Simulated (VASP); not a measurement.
# AsN with PBEsol + D3(BJ): from relaxation to properties, part 3 of 5

Wanted: the relaxed cell of AsN and its properties. The cell is invented: it takes the structure of a Materials Project entry for AsP (space group 160 there), with some of its atoms replaced by other elements, volume scaled by an estimate. It may not be a known or stable phase.

VASP 6.6.1; PBEsol with D3(BJ); plane waves and PAW (As, N); invented cell.

Still holding for the runs below: The k-mesh is coarse for a metal.

So far. Step 3 (Relaxing cell and atoms (PBEsol + D3(BJ))): It ends with a largest force of 0.009 eV/Å and a pressure of 0.00 GPa. Step 4 (Second relaxation): It ends with a largest force of 0.001 eV/Å and a pressure of -0.08 GPa. The relaxed cell has a = 2.971, c = 10.656 Å (conventional setting).

## 5. Single point with fields (PBEsol + D3(BJ))

The relaxed cell gets a fresh self-consistent run, on a basis set for its own volume, to fix the density and to check the remaining stress.

The input, INCAR:

```
SYSTEM = AsN
PREC = Accurate
ENCUT = 520
EDIFF = 1E-06
NELM = 100
ISMEAR = 0
SIGMA = 0.05
LREAL = .FALSE.
ALGO = Normal
GGA = PS
IVDW = 12
NBANDS = 11
LORBIT = 11
LWAVE = .FALSE.
LCHARG = .TRUE.
ISIF = 2
LELF = .TRUE.
LVHAR = .TRUE.
```

The input, POSCAR:

```
AsN
1.0
    1.4856801421      0.8577579820      3.5519456232
   -1.4856801421      0.8577579820      3.5519456232
    0.0000000000     -1.7155159640      3.5519456232
As N
1 1
Direct
    0.2118819630      0.2118819630      0.2118819630
    0.7881180370      0.7881180370      0.7881180370
```

The input, KPOINTS:

```
Automatic mesh
0
Gamma
8 8 8
0 0 0
```

Potentials, in the order of the species: As and N (PBE family, release 64).

The run is started by

```console
$ mpirun -np 1 vasp_std
```

The log of the run:

```text
[... set-up lines as in an earlier step ...]
 entering main loop
       N       E                     dE             d eps       ncg     rms          rms(c)
DAV:   1     0.274587987852E+02    0.27459E+02   -0.50101E+03  1438   0.803E+02
DAV:   2    -0.124011706107E+02   -0.39860E+02   -0.38190E+02  1866   0.158E+02
DAV:   3    -0.139181341460E+02   -0.15170E+01   -0.15135E+01  1767   0.310E+01
DAV:   4    -0.139239962034E+02   -0.58621E-02   -0.58615E-02  1577   0.216E+00
DAV:   5    -0.139240158945E+02   -0.19691E-04   -0.19691E-04  1736   0.123E-01    0.805E+00
DAV:   6    -0.126679964252E+02    0.12560E+01   -0.11909E+01  1627   0.181E+01    0.359E+00
DAV:   7    -0.125739836013E+02    0.94013E-01   -0.78415E-01  1496   0.579E+00    0.231E+00
DAV:   8    -0.125564460799E+02    0.17538E-01   -0.11043E-01  1610   0.250E+00    0.429E-01
DAV:   9    -0.125535023957E+02    0.29437E-02   -0.17615E-02  1586   0.785E-01    0.140E-01
DAV:  10    -0.125535560820E+02   -0.53686E-04   -0.96135E-04  1646   0.243E-01    0.188E-02
DAV:  11    -0.125535606070E+02   -0.45250E-05   -0.21990E-05  1658   0.361E-02    0.101E-02
DAV:  12    -0.125535638342E+02   -0.32273E-05   -0.30921E-06  1634   0.149E-02    0.408E-03
DAV:  13    -0.125535637765E+02    0.57708E-07   -0.20274E-07   871   0.358E-03
   1 F= -.13033746E+02 E0= -.13033502E+02  d E =-.488740E-03
```

The job ended after 37 s (1 MPI rank of AMD EPYC 7R43, shared host; peak memory 0.15 GiB).

Parts of OUTCAR (step 5):

```text
   ENCUT  =  520.0 eV  38.22 Ry    6.18 a.u.   7.33  7.33  7.33*2*pi/ulx,y,z

   NELECT =      10.0000    total number of electrons

 E-fermi :   6.2960

 k-point     1 :       0.0000    0.0000    0.0000
  band No.  band energies     occupation
      1     -13.2150      2.00000
      2      -1.5140      2.00000
      3       2.5265      2.00000
      4       3.1350      2.00000
      5       3.1350      2.00000
      6       8.2846      0.00000
      7      11.3755      0.00000
      8      11.3755      0.00000
      9      16.3778      0.00000
     10      19.1272      0.00000
    ...

 Edisp (eV)   -0.48018

  Total      -0.01705    -0.01705     0.00015     0.00000    -0.00000     0.00000
  in kB      -1.00577    -1.00577     0.00911     0.00000    -0.00000     0.00000
  external pressure =       -0.67 kB  Pullay stress =        0.00 kB

 POSITION                                       TOTAL-FORCE (eV/Angst)
 -----------------------------------------------------------------------------------
      0.00000      0.00000      2.25778         0.000000     -0.000000      0.000583
      0.00000      0.00000      8.39806         0.000000      0.000000     -0.000583
 -----------------------------------------------------------------------------------
    total drift:                               -0.000000      0.000009     -0.000129

  FREE ENERGIE OF THE ION-ELECTRON SYSTEM (eV)
  ---------------------------------------------------
  free  energy   TOTEN  =       -13.0337463795 eV

  energy  without entropy=      -13.0332576392  energy(sigma->0) =      -13.03350201

[... 5 parts as in an earlier step ...]

[... 11 further parts left out ...]
```

Numbers from this step:

| Item | Value |
| --- | --- |
| SCF cycles | 13 |
| pressure | -0.06675 GPa |

Valence electrons inside each PAW sphere by angular momentum. Sphere charges, by row:

```
atom  s (e)  p (e)  d (e)  tot (e)
 As1  1.309  1.294  0.125    2.728
  N2  1.291  2.343      0    3.633
```

Electrostatic potential energy in the ac plane of the cell as run, not the conventional one, at fractional y = 0.212, with atoms of As within 0.2 Å of it. With pseudopotentials it is smooth inside the atoms' cores, unlike the true potential.

Ten even steps from '_' (-47 eV) to '@' (3 eV), each cell a mean:
```
@@@@%%##++::::++##%%@@@@@@@@
@@@@@@@@%%##**####%%@@@@@@@@
@@@@@@@@@@%%%%%%%%%%@@@@@@@@
@@@@@@@@@@@@@@%%%%%%@@@@@@@@
@@@@@@@@@@@@@@@@@@@@%%%%%%%%
##%%@@@@@@@@@@@@@@@@%%%%####
==++##@@@@@@@@@@@@@@%%%%##++
____::**%%@@@@@@@@@@@@%%**::
______..++%%@@@@@@@@@@%%##::
__..==::..++%%@@@@@@@@@@%%++
::__++**::..**@@@@@@@@@@@@##
**....++==__::##@@@@@@@@@@%%
%%**..__..____++%%@@@@@@@@@@
@@%%**::______==##@@@@@@@@@@
```
Columns run along a (3.9 Å; values clipped at the 3rd and 97th percentile), rows up along c (3.9 Å). Atoms in or near the plane, at fractional coordinates: As at (0.21, 0.21).

Valence density in the ac plane of the cell as run, not the conventional one, at fractional y = 0.212, with atoms of As within 0.2 Å of it. It is the smooth field of the valence electrons, not physical close to the nuclei.

Ten even steps from '_' (-0.08 e/Å³) to '@' (0.61 e/Å³), each cell a mean:
```
::::--++##%%%%%%**==::::....
..::::--++**####**==--::::..
....::::--==******==--::::::
::::::::::--==++++++==----::
----::::::::--==++++++======
**++--::::::::--==++++******
%%%%**==--::::::--==++**##%%
@@@@@@%%++--::::::--==**##%%
##**%%@@@@++--::::::--==**%%
##==::++@@@@++--::::::--++##
##++____++@@%%==::::::::--++
**##==__::%%@@**--::::::::--
==**##++==**@@%%++--::..::::
--==**######@@%%**--::....::
```
Columns run along a (3.9 Å), rows up along c (3.9 Å). Atoms in or near the plane, at fractional coordinates: As at (0.21, 0.21).

ELF in the ac plane of the cell as run, not the conventional one, at fractional y = 0.212, with atoms of As within 0.2 Å of it. It is the smooth field of the valence electrons, not physical close to the nuclei.

Ten even steps from '0' (0.04) to '9' (0.96), each cell a mean:
```
01235667642000
00013455531000
00001244421000
10000123322112
54100013332234
88630002333456
89984001233457
89999510012456
78999850001246
66799994000135
55579998300013
45557999610002
24556899840001
12456788851000
```
Columns run along a (3.9 Å), rows up along c (3.9 Å). Atoms in or near the plane, at fractional coordinates: As at (0.21, 0.21).

In this run the pressure is -0.07 GPa, small enough to go on.

## 6. Bands along the symmetry lines (PBEsol + D3(BJ))

The mesh alone shows little of the dispersion and can miss band extrema, so KPOINTS_OPT adds a path through the symmetry points after the self-consistent cycle.

The input, INCAR:

```
SYSTEM = AsN
PREC = Accurate
ENCUT = 520
EDIFF = 1E-06
NELM = 100
ISMEAR = 0
SIGMA = 0.05
LREAL = .FALSE.
ALGO = Normal
GGA = PS
IVDW = 12
NBANDS = 17
LORBIT = 11
LWAVE = .FALSE.
LCHARG = .FALSE.
```

POSCAR is that of step 5.

KPOINTS is that of step 5.

The input, KPOINTS_OPT:

```
Line mode
16
Line-mode
Reciprocal
  0.00000000   0.00000000   0.00000000 GAMMA
  0.50000000   0.00000000   0.00000000 L

  0.50000000   0.00000000   0.00000000 L
  0.50000000   0.20554482  -0.20554482 B1

  0.79445518   0.50000000   0.20554482 B
  0.50000000   0.50000000   0.50000000 Z

  0.50000000   0.50000000   0.50000000 Z
  0.00000000   0.00000000   0.00000000 GAMMA

  0.00000000   0.00000000   0.00000000 GAMMA
  0.35277241   0.00000000  -0.35277241 X

  0.64722759   0.35277241   0.00000000 Q
  0.50000000   0.50000000   0.00000000 F

  0.50000000   0.50000000   0.00000000 F
  0.64722759   0.64722759   0.20554482 P1

  0.64722759   0.64722759   0.20554482 P1
  0.50000000   0.50000000   0.50000000 Z

  0.50000000   0.00000000   0.00000000 L
  0.79445518   0.35277241   0.35277241 P
```

The run is started by

```console
$ mpirun -np 1 vasp_std
```

The log of the run:

```text
[... set-up lines as in an earlier step ...]
 entering main loop
       N       E                     dE             d eps       ncg     rms          rms(c)
DAV:   1     0.266064909638E+02    0.26606E+02   -0.47049E+03  2226   0.524E+02
DAV:   2    -0.126358013306E+02   -0.39242E+02   -0.37251E+02  2905   0.125E+02
DAV:   3    -0.139205366370E+02   -0.12847E+01   -0.12811E+01  2615   0.203E+01
DAV:   4    -0.139240081397E+02   -0.34715E-02   -0.34713E-02  2867   0.119E+00
DAV:   5    -0.139240159787E+02   -0.78390E-05   -0.78389E-05  2653   0.535E-02    0.805E+00
DAV:   6    -0.126742068360E+02    0.12498E+01   -0.10733E+01  2587   0.117E+01    0.363E+00
DAV:   7    -0.125740199639E+02    0.10019E+00   -0.71670E-01  2393   0.384E+00    0.231E+00
DAV:   8    -0.125547673749E+02    0.19253E-01   -0.72369E-02  2650   0.148E+00    0.324E-01
DAV:   9    -0.125535359424E+02    0.12314E-02   -0.71547E-03  2493   0.370E-01    0.128E-01
DAV:  10    -0.125535561371E+02   -0.20195E-04   -0.50135E-04  2686   0.121E-01    0.191E-02
DAV:  11    -0.125535617924E+02   -0.56553E-05   -0.23085E-05  2520   0.268E-02    0.126E-02
DAV:  12    -0.125535637872E+02   -0.19948E-05   -0.18066E-06  2609   0.772E-03    0.279E-03
DAV:  13    -0.125535637550E+02    0.32209E-07   -0.11698E-07  1206   0.183E-03
   1 F= -.13033746E+02 E0= -.13033502E+02  d E =-.488767E-03
 Start KPOINTS_OPT (optional k-point list driver)
k-point batch [1-65\144]
       N       E                     dE             ncg
DAV:   1     0.152466764599E+04   -0.16647E+05     2226
DAV:   2    -0.942885949679E+03   -0.24676E+04     2944
DAV:   3    -0.102697474386E+04   -0.84089E+02     2514
DAV:   4    -0.102719217573E+04   -0.21743E+00     2854
DAV:   5    -0.102719261426E+04   -0.43853E-03     2550
DAV:   6    -0.102719261562E+04   -0.13657E-05     2382
DAV:   7    -0.102719261569E+04   -0.66623E-07     2030
[...]
k-point batch [131-144\144]
       N       E                     dE             ncg
DAV:   1     0.206324422176E+05   -0.56804E+04      476
DAV:   2     0.201088376261E+05   -0.52360E+03      658
DAV:   3     0.200935431690E+05   -0.15294E+02      547
DAV:   4     0.200935070210E+05   -0.36148E-01      603
DAV:   5     0.200935069465E+05   -0.74508E-04      555
DAV:   6     0.200935069463E+05   -0.22730E-06      467
```

Wall time 1.9 min (1 MPI rank); peak memory 0.17 GiB.

From OUTCAR (step 6):

```text
   k-points           NKPTS =     65   k-points in BZ     NKDIM =     65   number of bands    NBANDS=     17

   NELECT =      10.0000    total number of electrons

 E-fermi :   6.2961

 k-point     2 :       0.1250    0.0000   -0.0000
  band No.  band energies     occupation
      1     -12.9247      2.00000
      2      -1.6861      2.00000
      3       1.9197      2.00000
      4       2.8304      2.00000
      5       3.0007      2.00000
      6       8.9756      0.00000
      7      10.5326      0.00000
      8      11.5028      0.00000
      9      15.4225      0.00000
     10      17.8746      0.00000
    ...

 Edisp (eV)   -0.48018

  Total      -0.01716    -0.01716     0.00004     0.00000     0.00000     0.00000
  in kB      -1.01231    -1.01231     0.00231     0.00000     0.00000     0.00000
  external pressure =       -0.67 kB  Pullay stress =        0.00 kB

 POSITION                                       TOTAL-FORCE (eV/Angst)
 -----------------------------------------------------------------------------------
      0.00000      0.00000      2.25778         0.000000      0.000000      0.000662
      0.00000      0.00000      8.39806         0.000000      0.000000     -0.000662
 -----------------------------------------------------------------------------------
    total drift:                               -0.000000      0.000009     -0.000161

  FREE ENERGIE OF THE ION-ELECTRON SYSTEM (eV)
  ---------------------------------------------------
  free  energy   TOTEN  =       -13.0337463579 eV

  energy  without entropy=      -13.0332575907  energy(sigma->0) =      -13.03350197

[... 11 parts as in an earlier step ...]

[... 5 further parts left out ...]
```

Spin-orbit coupling is off here; it would split degenerate levels.

Numbers from this step:

```
bands    : 17
pressure : -0.06741 GPa
```

The electronic bands at the labelled points (eV, zero at the Fermi level; # counts the bands kept):

```
          point      #1     #2     #3     #4     #5    #6    #7
              Γ   -7.81  -3.77  -3.16  -3.16   1.99  5.08  5.08
0.53 of the way   -9.33  -5.43  -4.19  -2.45   1.42  4.07  5.17
              L  -12.31  -4.96  -4.84  -1.52  -0.55  3.09  4.79
0.47 of the way  -12.07  -7.05  -4.46  -2.05   0.43  3.84  4.58
             B1  -11.71  -8.04  -5.27  -2.57   1.75  4.06  6.14
      jump to B  -11.71  -8.04  -5.27  -2.57   1.75  4.06  6.14
0.53 of the way  -10.05  -6.65  -4.71  -0.29   3.02  3.38  5.45
              Z  -10.66  -3.15  -3.15  -0.22   1.62  4.49  4.49
0.47 of the way   -9.64  -3.15  -3.15  -1.57   1.80  4.74  4.74
              Γ   -7.81  -3.77  -3.16  -3.16   1.99  5.08  5.08
0.47 of the way   -9.31  -5.19  -4.90  -2.75   2.04  4.05  4.40
              X  -11.82  -8.20  -4.55  -3.20   1.74  3.89  6.16
      jump to Q  -11.82  -8.20  -4.55  -3.20   1.74  3.89  6.16
0.47 of the way  -11.75  -7.15  -5.04  -3.84   2.23  4.95  5.53
              F  -11.85  -5.99  -5.13  -4.18   1.29  5.06  6.11
0.53 of the way  -11.82  -6.24  -5.10  -3.73   1.25  5.02  5.98
             P1  -11.75  -6.54  -5.01  -2.95   1.11  4.95  5.72
0.53 of the way  -10.14  -6.33  -3.97  -0.24   2.09  4.29  5.24
              Z  -10.66  -3.15  -3.15  -0.22   1.62  4.49  4.49
      jump to L  -12.31  -4.96  -4.84  -1.52  -0.55  3.09  4.79
0.47 of the way  -12.18  -5.61  -4.90  -1.95   0.06  3.78  5.05
              P  -11.75  -6.54  -5.01  -2.95   1.11  4.95  5.72
```

Of the projections kept (As, N), the largest for each band there; the rest of the weight can lie on other orbitals:

```
point       #1       #2      #3       #4       #5       #6       #7
    Γ  As 0.53   N 0.80  N 0.79   N 0.79  As 0.68  As 0.90  As 0.90
    L  As 0.75   N 0.61  N 0.67  As 0.57   N 0.59  As 0.77  As 0.72
   B1  As 0.79  As 0.50  N 0.62  As 0.52   N 0.53   N 0.57   N 0.57
    B  As 0.79  As 0.50  N 0.62  As 0.52   N 0.53   N 0.57   N 0.57
    Z  As 0.58   N 0.80  N 0.80   N 0.73   N 0.51  As 0.91  As 0.91
    Γ  As 0.53   N 0.80  N 0.79   N 0.79  As 0.68  As 0.90  As 0.90
```

The electronic bands as a text plot (rows in eV, shown from -8.0 to 4.1 only; labels by their first letter):

```
    3.9 |   ***    ****   *  *          * *    *          **   *
    3.4 |      ** *        **              * **              **
    2.9 |  *     *       ****          **   *
    2.4 | * *           *    *        *  *      *         *
    1.9 |*             *      * ******    *    * **     ** **
    1.4 |    *        *        *           *  *    *****
    0.9 |            *                      **                  *
    0.4 |     *    **        *                                 *
   -0.2 |      ** *        ** ***                        **** *
   -0.7 |        *        *                             *    *
   -1.2 |                *       *
   -1.7 |      *****              *                    *     **
   -2.2 |     *     *  **                             *        *
   -2.7 |   **       **            *     *****                  *
   -3.2 |***                  ***********     **     *     **
   -3.7 |* **               ***     ****        **  *     *
   -4.2 | *  *      **                 **   ***   **    ** *
   -4.7 |  *  ******  *    * *          ****   **     **     ***
   -5.2 |   *****                        *       *****    *  ** *
   -5.7 |         *    *  * *             *                    *
   -6.2 |          *    *                  *      ****   *      *
   -6.7 |                * *                     *
   -7.2 |           *   * *                 *         ***
   -7.7 |**            *             ***     *  *
         Γ       L    B|B      Z     Γ        X|Q  F P     Z|L  P
```

There is no gap at this level.

[end of part 3 of 5]

[Lines on the potential files, build, host, timing and source positions are cut from VASP's logs without a mark.]

[Logs are printed without paths, hosts, clocks, repeated set-up lines and the standing remarks that a program may print on its own settings, such as how far it seeks lower states.]

[Hosts, paths, dates, database ids (printed as entryN), source tags and the programs' standing remarks are cut or masked in the printed files.]

[A measured line is paired with the nearest computed mode of its activity, which favours agreement.]
